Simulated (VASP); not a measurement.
Calculation: PBEsol GGA, VASP's PBE PAW potentials (set 64) (plane waves; VASP 6.6.1).

The input files of a VASP run:

### KPOINTS
```
Automatic mesh
0
Gamma
12 12 12
0 0 0
```

### INCAR
```
SYSTEM = AuZn
PREC = Accurate
ENCUT = 480
EDIFF = 1E-7
NELM = 100
ALGO = Normal
LREAL = .FALSE.
LASPH = .TRUE.
ISMEAR = 1
SIGMA = 0.1
GGA = PS
LMAXMIX = 6
LWAVE = .FALSE.
LCHARG = .FALSE.
ISIF = 2
```

**POSCAR**
```
AuZn
1
    3.1270379201     0.0000000000     0.0000000000
    0.0000000000     3.1270379201    -0.0078175948
    0.0000000000    -0.0078175948     3.1270379201
Zn Au
1 1
Direct
  0.5000000000   0.5000000000   0.5000000000
  0.0000000000   0.0000000000   0.0000000000
```

POTCAR, in this order: Zn Au (PBE.64 set). Program: vasp_std.

What VASP printed:

### OSZICAR
```
       N       E                     dE             d eps       ncg     rms          rms(c)
DAV:   1     0.119485886086E+03    0.11949E+03   -0.11304E+04  9262   0.189E+03
DAV:   2    -0.270177727516E+01   -0.12219E+03   -0.11849E+03  9464   0.332E+02
DAV:   3    -0.650834128179E+01   -0.38066E+01   -0.37965E+01 10850   0.680E+01
DAV:   4    -0.653164916800E+01   -0.23308E-01   -0.23303E-01 10647   0.461E+00
DAV:   5    -0.653191085266E+01   -0.26168E-03   -0.26168E-03 10997   0.497E-01    0.926E+00
DAV:   6    -0.599513517464E+01    0.53678E+00   -0.18621E+00  9331   0.172E+01    0.565E+00
DAV:   7    -0.596516056084E+01    0.29975E-01   -0.43358E-02 12609   0.396E+00    0.298E+00
DAV:   8    -0.595502204728E+01    0.10139E-01   -0.80122E-03 11670   0.115E+00    0.119E-01
DAV:   9    -0.595504982778E+01   -0.27780E-04   -0.37017E-04 10171   0.241E-01    0.590E-02
DAV:  10    -0.595505657290E+01   -0.67451E-05   -0.22067E-05 11846   0.752E-02    0.153E-02
DAV:  11    -0.595505655686E+01    0.16037E-07   -0.45226E-06 10423   0.404E-02    0.273E-03
DAV:  12    -0.595505652485E+01    0.32010E-07   -0.54093E-08  5796   0.667E-03
   1 F= -.59550565E+01 E0= -.59549420E+01  d E =-.343610E-03
```

File OUTCAR:
```
------------------------ aborting loop because EDIFF is reached ----------------------------------------
  FORCE on cell =-STRESS in cart. coord.  units (eV):
  Direction    XX          YY          ZZ          XY          YZ          ZX
  --------------------------------------------------------------------------------------
  Total        0.0638062      0.0644558      0.0644558      0.0000000      0.0649979      0.0000000
  in kB        3.3433105      3.3773474      3.3773474      0.0000000      3.4057552      0.0000000
  external PRESSURE =       3.3660017 kB  Pullay stress =       0.0000000 kB
  volume of cell :       30.58
      direct lattice vectors                 reciprocal lattice vectors
     3.127037920  0.000000000  0.000000000     0.319791453  0.000000000  0.000000000
     0.000000000  3.127037920 -0.007817595     0.000000000  0.319793452  0.000799484
     0.000000000 -0.007817595  3.127037920     0.000000000  0.000799484  0.319793452
 POSITION                                       TOTAL-FORCE (eV/Angst)
 -----------------------------------------------------------------------------------
      1.56352      1.55961      1.55961         0.000000      0.000000      0.000000
      0.00000      0.00000      0.00000         0.000000     -0.000000      0.000000
 -----------------------------------------------------------------------------------
    total drift:                                0.000000      0.000000     -0.000000
  FREE ENERGIE OF THE ION-ELECTRON SYSTEM (eV)
  ---------------------------------------------------
  free  energy   TOTEN  =        -5.9550565248 eV

  energy  without entropy=       -5.9547129147  energy(sigma->0) =       -5.95494199
```
(Selected blocks of OUTCAR.)

The compound is AuZn in the CsCl type structure. This cell was strained or had an atom moved on purpose. The electron count is odd and the run is not spin-polarised, which forces a metal.
